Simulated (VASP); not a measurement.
Input:

```xyz
2
Lattice="0.0000 2.9380 2.9380 2.9380 0.0000 2.9380 2.9380 2.9380 0.0000" Properties=species:S:1:pos:R:3 pbc="T T T"
Eu     0.0000     0.0000     0.0000
S      2.9380     2.9380     2.9380
```

Level of theory: PBE GGA, VASP's PBE PAW potentials (set 64) (plane waves; VASP 6.6.1). Numerical set-up: 520 eV cut-off, Gaussian smearing of 0.050 eV, potentials Eu_2 S.

The 4f electrons are frozen in the core of the lanthanide potential, so 4f levels, which can set the real gap, and their magnetism are missing.

Q: Give the energies of bands 5 to 10 at the high-symmetry points, in eV from the valence-band maximum.

A: 
| band | Γ | X | U | L | W |
|---|---|---|---|---|---|
| 5 | 0.00 | -1.34 | -1.55 | -2.85 | -1.55 |
| 6 | 0.00 | -0.43 | -1.26 | -1.35 | -1.13 |
| 7 | 0.00 | -0.43 | -0.90 | -1.35 | -1.13 |
| 8 | 3.94 | 2.01 | 3.47 | 5.70 | 4.73 |
| 9 | 4.08 | 6.30 | 6.75 | 6.44 | 4.73 |
| 10 | 4.08 | 6.43 | 7.31 | 7.03 | 6.76 |

The gap is indirect, 2.01 eV, from the valence maximum at Γ to the conduction minimum at X.

The compound is EuS in the rock salt structure. It was relaxed first.
